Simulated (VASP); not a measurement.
Here is the system:

```yaml
crystal:
  lattice:
    - [0.00000, 2.30616, 2.30616]
    - [2.30616, 0.00000, 2.30616]
    - [9.27051, 9.27051, -0.04586]
  atoms:
    - { symbol: In, position: [0.00196, 0.00196, 0.99853] }
    - { symbol: N, position: [0.22489, 0.22489, 0.08133] }
    - { symbol: N, position: [0.24249, 0.24249, 0.31813] }
    - { symbol: N, position: [0.25658, 0.25658, 0.55756] }
    - { symbol: N, position: [0.27108, 0.27108, 0.79669] }
    - { symbol: Ga, position: [0.98686, 0.98686, 0.25985] }
    - { symbol: Ga, position: [0.00116, 0.00116, 0.49913] }
    - { symbol: Ga, position: [0.01497, 0.01497, 0.73877] }
```

Level of theory: PBEsol GGA, VASP's PBE PAW potentials (set 64) (plane waves; VASP). Run with 520 eV cut-off, Gaussian smearing of 0.050 eV, potentials In_d N Ga_d.

Unless said otherwise, spin-orbit coupling is left out, though it shifts the bands of the heavy elements here.

**Question.** Give the energies of bands 27 to 40 at the high-symmetry points, in eV from the valence-band maximum.

**Answer.** 
```json
[
 {"band": "27", "Γ": "-4.08", "T": "-2.06", "H2": "-6.17", "L": "-6.15", "S0": "-6.17", "F": "-6.20"},
 {"band": "28", "Γ": "-1.43", "T": "-1.91", "H2": "-5.42", "L": "-5.50", "S0": "-5.43", "F": "-5.55"},
 {"band": "29", "Γ": "-1.43", "T": "-1.40", "H2": "-4.53", "L": "-3.50", "S0": "-4.53", "F": "-3.46"},
 {"band": "30", "Γ": "-1.03", "T": "-1.40", "H2": "-4.36", "L": "-3.40", "S0": "-4.32", "F": "-3.28"},
 {"band": "31", "Γ": "-1.03", "T": "-1.12", "H2": "-4.01", "L": "-2.97", "S0": "-4.06", "F": "-3.05"},
 {"band": "32", "Γ": "-0.74", "T": "-1.12", "H2": "-3.62", "L": "-2.59", "S0": "-3.61", "F": "-2.94"},
 {"band": "33", "Γ": "-0.74", "T": "-0.66", "H2": "-2.53", "L": "-2.18", "S0": "-2.60", "F": "-2.35"},
 {"band": "34", "Γ": "-0.40", "T": "-0.66", "H2": "-2.47", "L": "-2.04", "S0": "-2.41", "F": "-1.94"},
 {"band": "35", "Γ": "0.00", "T": "-0.02", "H2": "-2.18", "L": "-1.68", "S0": "-2.23", "F": "-1.31"},
 {"band": "36", "Γ": "0.00", "T": "-0.02", "H2": "-2.12", "L": "-1.11", "S0": "-2.06", "F": "-1.01"},
 {"band": "37", "Γ": "0.56", "T": "1.58", "H2": "4.64", "L": "3.21", "S0": "4.64", "F": "2.68"},
 {"band": "38", "Γ": "2.96", "T": "2.12", "H2": "5.16", "L": "3.52", "S0": "5.20", "F": "3.64"},
 {"band": "39", "Γ": "3.23", "T": "3.55", "H2": "5.48", "L": "4.27", "S0": "5.42", "F": "4.48"},
 {"band": "40", "Γ": "3.79", "T": "3.81", "H2": "5.99", "L": "4.76", "S0": "5.97", "F": "4.70"}
]
```

The gap is direct, 0.56 eV, from the valence maximum at Γ to the conduction minimum at Γ.

The structure was generated: Ga3InN4 was put into an ordered model structure (R3m), which need not be its known phase. It was relaxed first.
